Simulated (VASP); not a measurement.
Computed with LDA (Ceperley-Alder, Perdew-Zunger), VASP's LDA PAW potentials (set 64) (plane waves; VASP).

The input files of a VASP run:

### POSCAR
```
HgTe
1
    0.0000000000     3.2241344810     3.2241344810
    3.2241344810     0.0000000000     3.2241344810
    3.2241344810     3.2241344810     0.0000000000
Hg Te
1 1
Direct
  0.0000000000   0.0000000000   0.0000000000
  0.2500000000   0.2500000000   0.2500000000
```

### KPOINTS
```
Automatic mesh
0
Gamma
9 9 9
0 0 0
```

### INCAR
```
ALGO = Normal
EDIFF = 1E-7
ENCUT = 530
IBRION = 6
ISIF = 3
ISMEAR = 1
LASPH = T
LCHARG = F
LMAXMIX = 6
LREAL = F
LWAVE = F
NELM = 100
NFREE = 2
NSW = 1
POTIM = 0.015
PREC = Accurate
SIGMA = 0.1
SYSTEM = HgTe
```

POTCAR, in this order: Hg Te (LDA.64 set). Program: vasp_std.

Output

File OUTCAR:
```
 ion  position               nearest neighbor table
   1  0.000  0.000  0.000-   2 2.79   2 2.79   2 2.79   2 2.79
   2  0.250  0.250  0.250-   1 2.79   1 2.79   1 2.79   1 2.79
  LATTYP: Found a face centered cubic cell.
 ALAT       =     6.4482689620
 Subroutine PRICEL returns:
 Original cell was already a primitive cell.
 Subroutine GETGRP returns: Found 24 space group operations
The static configuration has the point symmetry T_d .
The dynamic configuration has the point symmetry T_d .
 Subroutine INISYM returns: Found 24 space group operations
 Subroutine IBZKPT returns following result:
 Found     35 irreducible k-points:

 Following reciprocal coordinates:
            Coordinates               Weight
  0.000000  0.000000  0.000000      1.000000
  0.111111  0.000000  0.000000      8.000000
  0.222222  0.000000  0.000000      8.000000
  0.333333  0.000000  0.000000      8.000000
  0.444444  0.000000  0.000000      8.000000
  0.111111  0.111111  0.000000      6.000000
  0.222222  0.111111  0.000000     24.000000
  0.333333  0.111111  0.000000     24.000000
  0.444444  0.111111  0.000000     24.000000
 -0.444444  0.111111  0.000000     24.000000
 -0.333333  0.111111  0.000000     24.000000
 -0.222222  0.111111  0.000000     24.000000
 -0.111111  0.111111  0.000000     12.000000
  0.222222  0.222222  0.000000      6.000000
  0.333333  0.222222  0.000000     24.000000
  0.444444  0.222222  0.000000     24.000000
 -0.444444  0.222222  0.000000     24.000000
 -0.333333  0.222222  0.000000     24.000000
 -0.222222  0.222222  0.000000     12.000000
  0.333333  0.333333  0.000000      6.000000
  0.444444  0.333333  0.000000     24.000000
 -0.444444  0.333333  0.000000     24.000000
 -0.333333  0.333333  0.000000     12.000000
  0.444444  0.444444  0.000000      6.000000
...
```

OSZICAR:
```
...
DAV:   3    -0.503564641968E+01    0.17155E-01   -0.36241E-02  5955   0.162E+00    0.229E-01
DAV:   4    -0.503557136346E+01    0.75056E-04   -0.39174E-03  6050   0.588E-01    0.115E-01
DAV:   5    -0.503553715657E+01    0.34207E-04   -0.80481E-05  6305   0.799E-02    0.495E-02
DAV:   6    -0.503553769774E+01   -0.54117E-06   -0.11517E-05  6020   0.294E-02    0.129E-02
DAV:   7    -0.503553790848E+01   -0.21074E-06   -0.51321E-07  5905   0.724E-03    0.276E-03
DAV:   8    -0.503553791567E+01   -0.71843E-08   -0.89174E-08  3515   0.255E-03
   9 F= -.50355379E+01 E0= -.50356024E+01  d E =0.193406E-03
       N       E                     dE             d eps       ncg     rms          rms(c)
DAV:   1    -0.507266317652E+01   -0.37125E-01   -0.13151E+00  5650   0.922E+00    0.849E-01
DAV:   2    -0.505214834408E+01    0.20515E-01   -0.26176E-02  5830   0.164E+00    0.390E-01
DAV:   3    -0.503887367950E+01    0.13275E-01   -0.15570E-02  5950   0.111E+00    0.149E-01
DAV:   4    -0.503681792983E+01    0.20557E-02   -0.28516E-03  6185   0.478E-01    0.733E-02
DAV:   5    -0.503586360942E+01    0.95432E-03   -0.38792E-04  6085   0.157E-01    0.250E-02
DAV:   6    -0.503567600602E+01    0.18760E-03   -0.62190E-05  6263   0.620E-02    0.816E-03
DAV:   7    -0.503556764968E+01    0.10836E-03   -0.68059E-06  6055   0.207E-02    0.412E-03
DAV:   8    -0.503554869257E+01    0.18957E-04   -0.97059E-07  6220   0.812E-03    0.188E-03
DAV:   9    -0.503553997728E+01    0.87153E-05   -0.68738E-08  2985   0.203E-03    0.562E-04
DAV:  10    -0.503553819710E+01    0.17802E-05   -0.13135E-08  2750   0.918E-04    0.338E-04
DAV:  11    -0.503553802271E+01    0.17438E-06   -0.26708E-09  2745   0.397E-04    0.123E-04
DAV:  12    -0.503553789062E+01    0.13209E-06   -0.74041E-10  2725   0.210E-04    0.220E-05
DAV:  13    -0.503553791795E+01   -0.27328E-07   -0.22625E-10  2750   0.113E-04
  10 F= -.50355379E+01 E0= -.50356024E+01  d E =0.193400E-03
       N       E                     dE             d eps       ncg     rms          rms(c)
DAV:   1    -0.509576536352E+01   -0.60227E-01   -0.14947E+00  5785   0.980E+00    0.138E+00
DAV:   2    -0.505280036277E+01    0.42965E-01   -0.52185E-02  5745   0.229E+00    0.580E-01
DAV:   3    -0.503563595104E+01    0.17164E-01   -0.36549E-02  5945   0.162E+00    0.231E-01
DAV:   4    -0.503557130156E+01    0.64649E-04   -0.39139E-03  6075   0.588E-01    0.113E-01
DAV:   5    -0.503553636600E+01    0.34936E-04   -0.89571E-05  6283   0.855E-02    0.433E-02
DAV:   6    -0.503553769194E+01   -0.13259E-05   -0.10305E-05  5910   0.307E-02    0.125E-02
DAV:   7    -0.503553790425E+01   -0.21231E-06   -0.40087E-07  6005   0.599E-03    0.276E-03
DAV:   8    -0.503553791262E+01   -0.83676E-08   -0.79363E-08  3440   0.239E-03
  11 F= -.50355379E+01 E0= -.50356024E+01  d E =0.193406E-03
       N       E                     dE             d eps       ncg     rms          rms(c)
DAV:   1    -0.506496750484E+01   -0.29430E-01   -0.12689E+00  5945   0.903E+00    0.862E-01
DAV:   2    -0.504669543368E+01    0.18272E-01   -0.25491E-02  5790   0.165E+00    0.391E-01
DAV:   3    -0.503651826573E+01    0.10177E-01   -0.15076E-02  5970   0.110E+00    0.154E-01
DAV:   4    -0.503568469491E+01    0.83357E-03   -0.29705E-03  6145   0.480E-01    0.748E-02
DAV:   5    -0.503553699158E+01    0.14770E-03   -0.37260E-04  6145   0.152E-01    0.251E-02
DAV:   6    -0.503553548332E+01    0.15083E-05   -0.60811E-05  6333   0.598E-02    0.682E-03
DAV:   7    -0.503553730279E+01   -0.18195E-05   -0.74959E-06  6105   0.218E-02    0.395E-03
DAV:   8    -0.503553786424E+01   -0.56145E-06   -0.99409E-07  6100   0.807E-03    0.187E-03
DAV:   9    -0.503553798666E+01   -0.12243E-06   -0.65987E-08  3010   0.201E-03    0.494E-04
DAV:  10    -0.503553799786E+01   -0.11200E-07   -0.13045E-08  2745   0.924E-04
  12 F= -.50355380E+01 E0= -.50356025E+01  d E =0.193401E-03
       N       E                     dE             d eps       ncg     rms          rms(c)
DAV:   1    -0.509583915604E+01   -0.60301E-01   -0.14438E+00  5900   0.956E+00    0.138E+00
DAV:   2    -0.505281273899E+01    0.43026E-01   -0.51353E-02  5720   0.229E+00    0.581E-01
DAV:   3    -0.503564459827E+01    0.17168E-01   -0.36520E-02  6040   0.162E+00    0.231E-01
DAV:   4    -0.503557238425E+01    0.72214E-04   -0.39077E-03  6045   0.588E-01    0.114E-01
DAV:   5    -0.503553690411E+01    0.35480E-04   -0.84218E-05  6330   0.823E-02    0.480E-02
DAV:   6    -0.503553769953E+01   -0.79542E-06   -0.11381E-05  5910   0.300E-02    0.128E-02
DAV:   7    -0.503553790470E+01   -0.20517E-06   -0.49433E-07  5965   0.692E-03    0.281E-03
DAV:   8    -0.503553791269E+01   -0.79892E-08   -0.80989E-08  3405   0.245E-03
  13 F= -.50355379E+01 E0= -.50356024E+01  d E =0.193407E-03
       N       E                     dE             d eps       ncg     rms          rms(c)
DAV:   1    -0.505430474150E+01   -0.18767E-01   -0.24490E+00  3495   0.117E+01    0.430E-01
DAV:   2    -0.504606878030E+01    0.82360E-02   -0.15675E-02  3655   0.131E+00    0.269E-01
DAV:   3    -0.503743131734E+01    0.86375E-02   -0.12493E-02  3605   0.103E+00    0.287E-02
DAV:   4    -0.503727055382E+01    0.16076E-03   -0.16632E-03  3890   0.407E-01    0.234E-02
DAV:   5    -0.503708653729E+01    0.18402E-03   -0.71115E-05  3758   0.630E-02    0.576E-03
DAV:   6    -0.503705061212E+01    0.35925E-04   -0.12286E-05  3840   0.206E-02    0.326E-03
DAV:   7    -0.503703899875E+01    0.11613E-04   -0.90264E-07  3782   0.699E-03    0.881E-04
DAV:   8    -0.503703719180E+01    0.18070E-05   -0.74123E-08  2023   0.178E-03    0.335E-04
DAV:   9    -0.503703660485E+01    0.58694E-06   -0.75222E-09  1700   0.632E-04    0.137E-04
DAV:  10    -0.503703643507E+01    0.16978E-06   -0.20299E-09  1665   0.332E-04    0.372E-05
DAV:  11    -0.503703642415E+01    0.10922E-07   -0.59484E-10  1680   0.189E-04
  14 F= -.50370364E+01 E0= -.50371050E+01  d E =0.205727E-03
       N       E                     dE             d eps       ncg     rms          rms(c)
DAV:   1    -0.503606971108E+01    0.96672E-03   -0.47275E+00  3260   0.146E+01    0.238E-01
DAV:   2    -0.503709166479E+01   -0.10220E-02   -0.11265E-02  3850   0.928E-01    0.112E-01
DAV:   3    -0.503703970314E+01    0.51962E-04   -0.17993E-04  3595   0.108E-01    0.564E-02
DAV:   4    -0.503703693437E+01    0.27688E-05   -0.34748E-05  3888   0.416E-02    0.136E-02
DAV:   5    -0.503703640546E+01    0.52892E-06   -0.50159E-06  3375   0.158E-02    0.473E-03
DAV:   6    -0.503703642572E+01   -0.20263E-07   -0.13407E-07  2914   0.286E-03
  15 F= -.50370364E+01 E0= -.50371050E+01  d E =0.205729E-03
       N       E                     dE             d eps       ncg     rms          rms(c)
DAV:   1    -0.503626096012E+01    0.77545E-03   -0.20024E+00  3250   0.101E+01    0.871E-02
DAV:   2    -0.503704904380E+01   -0.78808E-03   -0.85216E-03  3685   0.785E-01    0.421E-02
DAV:   3    -0.503704045990E+01    0.85839E-05   -0.69214E-05  3725   0.739E-02    0.237E-02
DAV:   4    -0.503703674883E+01    0.37111E-05   -0.13136E-05  3705   0.267E-02    0.703E-03
DAV:   5    -0.503703688513E+01   -0.13630E-06   -0.12757E-06  3593   0.782E-03    0.292E-03
DAV:   6    -0.503703688327E+01    0.18595E-08   -0.28110E-08  1995   0.144E-03
  16 F= -.50370369E+01 E0= -.50371055E+01  d E =0.205725E-03
       N       E                     dE             d eps       ncg     rms          rms(c)
DAV:   1    -0.503648400164E+01    0.55288E-03   -0.26131E-01  3255   0.264E+00    0.236E-01
DAV:   2    -0.503707174338E+01   -0.58774E-03   -0.75108E-03  3575   0.534E-01    0.105E-01
DAV:   3    -0.503703971246E+01    0.32031E-04   -0.11086E-04  3770   0.758E-02    0.431E-02
DAV:   4    -0.503703695753E+01    0.27549E-05   -0.10417E-05  3773   0.213E-02    0.826E-03
DAV:   5    -0.503703687412E+01    0.83408E-07   -0.73272E-07  3565   0.623E-03
  17 F= -.50370369E+01 E0= -.50371055E+01  d E =0.205729E-03
```

File OUTCAR:
```
------------------------ aborting loop because EDIFF is reached ----------------------------------------
  FORCE on cell =-STRESS in cart. coord.  units (eV):
  Direction    XX          YY          ZZ          XY          YZ          ZX
  --------------------------------------------------------------------------------------
  Total       -0.0103461     -0.0086242     -0.0086242      0.0000000      0.0833284      0.0000000
  in kB       -0.2472968     -0.2061382     -0.2061382      0.0000000      1.9917477      0.0000000
  external PRESSURE =      -0.2198578 kB  Pullay stress =       0.0000000 kB
  volume of cell :       67.03
      direct lattice vectors                 reciprocal lattice vectors
     0.000000000  3.224134481  3.224134481    -0.155080380  0.155080380  0.155080380
     3.224134481  0.000000000  3.224134481     0.155080380 -0.155080380  0.155080380
     3.224134481  3.224134481  0.000000000     0.155080380  0.155080380 -0.155080380
 POSITION                                       TOTAL-FORCE (eV/Angst)
 -----------------------------------------------------------------------------------
      0.00000      0.00000      0.00000        -0.058579     -0.000000     -0.000000
      1.59707      1.61207      1.61207         0.058579      0.000000      0.000000
 -----------------------------------------------------------------------------------
    total drift:                                0.000295     -0.000000     -0.000000
  FREE ENERGIE OF THE ION-ELECTRON SYSTEM (eV)
  ---------------------------------------------------
  free  energy   TOTEN  =        -5.0370368741 eV

  energy  without entropy=       -5.0372426028  energy(sigma->0) =       -5.03710545

   1 f  =    3.500923 THz    21.996950 2PiTHz  116.778230 cm-1    14.478649 meV
             X         Y         Z           dx          dy          dz
      0.000000  0.000000  0.000000    -0.172096    0.599815   -0.000000
      1.612067  1.612067  1.612067     0.215504   -0.751107   -0.000000

   2 f  =    3.500923 THz    21.996950 2PiTHz  116.778230 cm-1    14.478649 meV
             X         Y         Z           dx          dy          dz
      0.000000  0.000000  0.000000     0.000000    0.000000   -0.624016
      1.612067  1.612067  1.612067     0.000000    0.000000    0.781412

   3 f  =    3.500923 THz    21.996950 2PiTHz  116.778230 cm-1    14.478649 meV
             X         Y         Z           dx          dy          dz
      0.000000  0.000000  0.000000     0.599815    0.172096    0.000000
      1.612067  1.612067  1.612067    -0.751107   -0.215504    0.000000

   4 f/i=    0.002141 THz     0.013453 2PiTHz    0.071418 cm-1     0.008855 meV
             X         Y         Z           dx          dy          dz
      0.000000  0.000000  0.000000    -0.009848    0.605203    0.494204
      1.612067  1.612067  1.612067    -0.007864    0.483300    0.394658

   5 f/i=    0.002141 THz     0.013453 2PiTHz    0.071418 cm-1     0.008855 meV
             X         Y         Z           dx          dy          dz
      0.000000  0.000000  0.000000     0.065544   -0.491861    0.603640
      1.612067  1.612067  1.612067     0.052342   -0.392788    0.482052

   6 f/i=    0.002141 THz     0.013453 2PiTHz    0.071418 cm-1     0.008855 meV
             X         Y         Z           dx          dy          dz
      0.000000  0.000000  0.000000    -0.778596   -0.049061    0.044565
      1.612067  1.612067  1.612067    -0.621767   -0.039179    0.035589

 ELASTIC MODULI CONTR FROM IONIC RELAXATION (kBar)
 Direction    XX          YY          ZZ          XY          YZ          ZX
 --------------------------------------------------------------------------------
 XX          -0.0000     -0.0000     -0.0000      0.0000      0.0000      0.0000
 YY          -0.0000     -0.0000     -0.0000      0.0000      0.0000     -0.0000
 ZZ          -0.0000     -0.0000     -0.0000      0.0000      0.0000      0.0000
 XY           0.0000      0.0000      0.0000   -190.9818      0.0000      0.0000
 YZ           0.0000      0.0000      0.0000      0.0000   -190.9818      0.0000
 ZX           0.0000     -0.0000      0.0000      0.0000      0.0000   -190.9818
 --------------------------------------------------------------------------------

 TOTAL ELASTIC MODULI (kBar)
 Direction    XX          YY          ZZ          XY          YZ          ZX
 --------------------------------------------------------------------------------
 XX         582.3193    415.9296    415.9296      0.0000      0.0000      0.0000
 YY         415.9296    582.3193    415.9296      0.0000      0.0000     -0.0000
 ZZ         415.9296    415.9296    582.3193      0.0000      0.0000      0.0000
 XY           0.0000      0.0000      0.0000    221.7340      0.0000      0.0000
 YZ           0.0000      0.0000      0.0000      0.0000    221.7340      0.0000
 ZX           0.0000     -0.0000      0.0000      0.0000      0.0000    221.7340
 --------------------------------------------------------------------------------
```
(Selected blocks of OUTCAR.)

Finite-difference elastic constants of metals are sensitive to mesh and smearing; shear constants can be off by tens of GPa.

The compound is HgTe in the zinc blende structure. It was relaxed first.
